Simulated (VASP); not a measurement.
Level of theory: r2SCAN meta-GGA, VASP's PBE PAW potentials (set 64) (plane waves; VASP 6.6.1).

VASP ran on this input.

**KPOINTS_OPT**
```
k-points along high-symmetry lines
6
Line-mode
Reciprocal
  0.000000   0.000000   0.000000 ! GAMMA
 -0.000000   0.000000   0.500000 ! X

 -0.000000   0.000000   0.500000 ! X
  0.250000   0.250000   0.250000 ! P

  0.250000   0.250000   0.250000 ! P
  0.000000   0.500000  -0.000000 ! N

  0.000000   0.500000  -0.000000 ! N
  0.000000   0.000000   0.000000 ! GAMMA

  0.000000   0.000000   0.000000 ! GAMMA
  0.500000   0.500000  -0.500000 ! M

  0.500000   0.500000  -0.500000 ! M
  0.357770   0.642230  -0.357770 ! S

 -0.357770   0.357770   0.357770 ! S_0
  0.000000   0.000000   0.000000 ! GAMMA

 -0.000000   0.000000   0.500000 ! X
 -0.215539   0.215539   0.500000 ! R

  0.500000   0.500000  -0.215539 ! G
  0.500000   0.500000  -0.500000 ! M
```

**INCAR**
```
SYSTEM = In
PREC = Accurate; ENCUT = 400; LREAL = .False.
LASPH = .True.
EDIFF = 1E-7; NELM = 100; ALGO = Normal
LMAXMIX = 4; LMIXTAU = .True.
ISMEAR = -5
METAGGA = R2SCAN
ISIF = 2
LWAVE = .False.; LCHARG = .False.; LORBIT = 11
NEDOS = 601
```

### KPOINTS
```
kpoints
0
G
  18 18 18
```

POSCAR:
```
In
1
   -1.6184186607     1.6184186607     2.5045728184
    1.6184186607    -1.6184186607     2.5045728184
    1.6184186607     1.6184186607    -2.5045728184
In
1
Direct
  0.0000000000   1.0000000000   0.0000000000
```

POTCAR, in this order: In_d (PBE.64 set). Program: vasp_std.

Output of the run:

### OUTCAR
```
 ion  position               nearest neighbor table
   1  0.000  0.000  0.000-
  LATTYP: Found a body centered tetragonal cell.
 ALAT       =     3.2368373214
 C/A-ratio  =     1.5475432156
 Subroutine PRICEL returns:
 Original cell was already a primitive cell.
 Subroutine GETGRP returns: Found 16 space group operations
The static configuration has the point symmetry D_4h.
The dynamic configuration has the point symmetry D_4h.
 Subroutine INISYM returns: Found 16 space group operations
 Subroutine IBZKPT returns following result:
 Found    480 irreducible k-points:

 Following reciprocal coordinates:
            Coordinates               Weight
  0.000000  0.000000  0.000000      1.000000
  0.055556  0.000000 -0.000000      8.000000
  0.111111  0.000000 -0.000000      8.000000
  0.166667  0.000000  0.000000      8.000000
  0.222222  0.000000 -0.000000      8.000000
  0.277778  0.000000  0.000000      8.000000
  0.333333 -0.000000  0.000000      8.000000
  0.388889  0.000000 -0.000000      8.000000
  0.444444  0.000000 -0.000000      8.000000
...
```

**OSZICAR**
```
       N       E                     dE             d eps       ncg     rms          rms(c)
DAV:   1     0.430940610072E+02    0.43094E+02   -0.57453E+03  9712   0.140E+03
DAV:   2    -0.225294050460E+02   -0.65623E+02   -0.64867E+02  9756   0.269E+02
DAV:   3    -0.250083245545E+02   -0.24789E+01   -0.24718E+01 11192   0.628E+01
DAV:   4    -0.250673273980E+02   -0.59003E-01   -0.59000E-01 12764   0.937E+00
DAV:   5    -0.250696829277E+02   -0.23555E-02   -0.23545E-02 12200   0.146E+00    0.361E+00
DAV:   6    -0.224318781430E+02    0.26378E+01   -0.15980E+00 10722   0.318E+01    0.142E+00
DAV:   7    -0.225485589814E+02   -0.11668E+00   -0.18211E-01  9940   0.912E+00    0.122E+00
DAV:   8    -0.225291559446E+02    0.19403E-01   -0.10508E-01  9762   0.324E+00    0.250E-01
DAV:   9    -0.225716131587E+02   -0.42457E-01   -0.36470E-02  9724   0.191E+00    0.196E-01
DAV:  10    -0.225676614464E+02    0.39517E-02   -0.22710E-03 10754   0.705E-01    0.140E-01
DAV:  11    -0.225714199115E+02   -0.37585E-02   -0.41839E-03 10480   0.115E+00    0.281E-01
DAV:  12    -0.225725745424E+02   -0.11546E-02   -0.17184E-03 10698   0.805E-01    0.234E-02
DAV:  13    -0.225728407777E+02   -0.26624E-03   -0.20781E-04 10218   0.199E-01    0.288E-02
DAV:  14    -0.225728504811E+02   -0.97034E-05   -0.11776E-05 13204   0.351E-02    0.462E-02
DAV:  15    -0.225728567262E+02   -0.62451E-05   -0.65142E-06 10010   0.342E-02    0.362E-02
DAV:  16    -0.225728665408E+02   -0.98147E-05   -0.41330E-06  9766   0.240E-02    0.105E-02
DAV:  17    -0.225728650005E+02    0.15403E-05   -0.67241E-07 10242   0.111E-02    0.582E-03
DAV:  18    -0.225728656886E+02   -0.68813E-06   -0.10404E-07  9980   0.446E-03    0.744E-03
DAV:  19    -0.225728649940E+02    0.69460E-06   -0.12271E-07  9452   0.348E-03    0.759E-03
DAV:  20    -0.225728643176E+02    0.67643E-06   -0.14741E-07  8678   0.756E-03    0.288E-03
DAV:  21    -0.225728641399E+02    0.17770E-06   -0.85428E-09  5048   0.137E-03    0.179E-03
DAV:  22    -0.225728641054E+02    0.34467E-07   -0.24340E-09  5052   0.774E-04
   1 F= -.22572864E+02 E0= -.22572864E+02  d E =0.000000E+00
       N       E                     dE             ncg
```

OUTCAR:
```
------------------------ aborting loop because EDIFF is reached ----------------------------------------
  FORCE on cell =-STRESS in cart. coord.  units (eV):
  Direction    XX          YY          ZZ          XY          YZ          ZX
  --------------------------------------------------------------------------------------
  Total        0.0342333      0.0342333      0.0029052      0.0000000      0.0000000      0.0000000
  in kB        2.0901823      2.0901823      0.1773812      0.0000000      0.0000000      0.0000000
  external PRESSURE =       1.4525819 kB  Pullay stress =       0.0000000 kB
  volume of cell :       26.24
      direct lattice vectors                 reciprocal lattice vectors
    -1.618418661  1.618418661  2.504572818     0.000000000  0.308943546  0.199634842
     1.618418661 -1.618418661  2.504572818     0.308943546  0.000000000  0.199634842
     1.618418661  1.618418661 -2.504572818     0.308943546  0.308943546  0.000000000
 POSITION                                       TOTAL-FORCE (eV/Angst)
 -----------------------------------------------------------------------------------
      0.00000      0.00000      0.00000        -0.000000      0.000000      0.000000
 -----------------------------------------------------------------------------------
    total drift:                               -0.000000      0.000000      0.000000
  FREE ENERGIE OF THE ION-ELECTRON SYSTEM (eV)
  ---------------------------------------------------
  free  energy   TOTEN  =       -22.5728641054 eV

  energy  without entropy=      -22.5728641054  energy(sigma->0) =      -22.57286411

 total charge

# of ion       s       p       d       tot
------------------------------------------
    1        0.992   0.526   9.847  11.365
```
(Selected blocks of OUTCAR.)

For a metal the tetrahedron method with Blöchl corrections gives inexact stress and forces.

The compound is In in the bct structure. It was relaxed first.
